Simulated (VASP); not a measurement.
Write the native input for VASP 6.6.1 that does the following.

```yaml
Task: single point
Functional: PBE
Dispersion: D3(BJ)
Potentials_or_basis: VASP PAW PBE potentials, release 64 (O, C, H)
Cutoff: 520 eV
k_mesh: 1 × 1 × 1
Occupations: fermi-dirac, width 0.05 eV
Spin: no spin polarisation
Dipole_correction: no
Further_INCAR_settings: LREAL = Auto; ALGO = Normal; EDIFF = 1e-07; NBANDS = 86
```

The structure of H2CO lies in POSCAR:

```
H2CO
1.0
    8.7546910000      0.0000000000      0.0000000000
    0.0000000000      8.7546910000      0.0000000000
    0.0000000000      0.0000000000      8.7546910000
O C H
10 10 20
Direct
    0.5143299746      0.6191994669      0.8066418335
    0.1156294380      0.9172339720      0.5403046207
    0.6988824620      0.9189016494      0.1884589645
    0.5412983736      0.5343192581      0.3443296857
    0.9079018323      0.7329898908      0.8050655357
    0.3045795677      0.3165731378      0.1499310484
    0.9252753752      0.2563654160      0.3933319862
    0.3820580304      0.0282705580      0.9779442815
    0.5365923252      0.0394988241      0.5228625431
    0.1344422093      0.5244959531      0.5379287516
    0.6053097705      0.6191994669      0.6920746832
    0.1464928916      0.8995520230      0.6716399242
    0.8031122972      0.8958625724      0.2781366013
    0.4608043848      0.5753372678      0.2371414365
    0.9572468063      0.6641011088      0.9145154295
    0.2294769741      0.2658003578      0.0365975224
    1.0039760398      0.2691014452      0.5082989223
    0.5147526052      0.0347013961      0.9259607221
    0.5239248307      0.1612506941      0.4647679741
    0.1072453614      0.5927793454      0.4202889628
    0.6430838050      0.7319504481      0.6375667628
    0.6241568092      0.5097267282      0.6474357576
    0.1419239126      1.0135823183      0.7651783484
    0.1844039955      0.7890169967      0.7317676889
    0.8233871418      0.7676455971      0.3050478880
    0.8745597075      0.9864197377      0.3459973630
    0.3351460377      0.5720818702      0.2192310385
    0.5082646549      0.6138309165      0.1265264531
    0.9155434498      0.5467354587      0.9330540621
    1.0590436601      0.7042510124      0.9775787632
    0.1248473533      0.2043133219      0.0538568409
    0.2723339979      0.2770971585     -0.0810651113
    1.1251910547      0.2550404120      0.5143756644
    0.9423976243      0.2825342436      0.6314557533
    0.5445994610      0.1346478134      0.8580656930
    0.5910545558     -0.0682148576      0.9416208979
    0.4879212756      0.1880591788      0.3440555469
    0.5315892931      0.2694326961      0.5361011599
    0.1437172369      0.7069923998      0.4042175789
    0.0247867115      0.5422121695      0.3336839644
```

The cell was built by a generator and needn't be a form met in nature.

The input as run:

INCAR

```
SYSTEM = H2CO
PREC = Accurate ; ENCUT = 520
EDIFF = 1E-7 ; ISMEAR = -1
SIGMA = 0.05 ; LREAL = Auto
LASPH = .True. ; NELM = 60
ALGO = Normal ; ISIF = 2
LWAVE = .False. ; LCHARG = .False.
GGA = PE ; IVDW = 12
NBANDS = 86
```

KPOINTS

```
regular mesh
0
Gamma
  1 1 1
  0 0 0
```

Potentials or basis: VASP PAW PBE potentials, release 64 (O, C, H).

Command:

```console
$ cat potpaw_PBE.64/O/POTCAR potpaw_PBE.64/C/POTCAR potpaw_PBE.64/H/POTCAR > POTCAR
$ mpirun -np 1 vasp_gam > vasp.out
```

It gave:

```yaml
Pressure: -1.2 GPa
Largest_force: 5.024 eV/Å
Band_gap_on_the_k_mesh: 2.53 eV, direct
Dispersion_energy_per_atom: -0.033 eV
```

Caveat: the standard files for N, O and F lose accuracy on very short bonds.

Run time: 80 s on 1 thread of Intel(R) Xeon(R) 6975P-C (Granite Rapids) (shared host), peak memory 0.63 GiB.
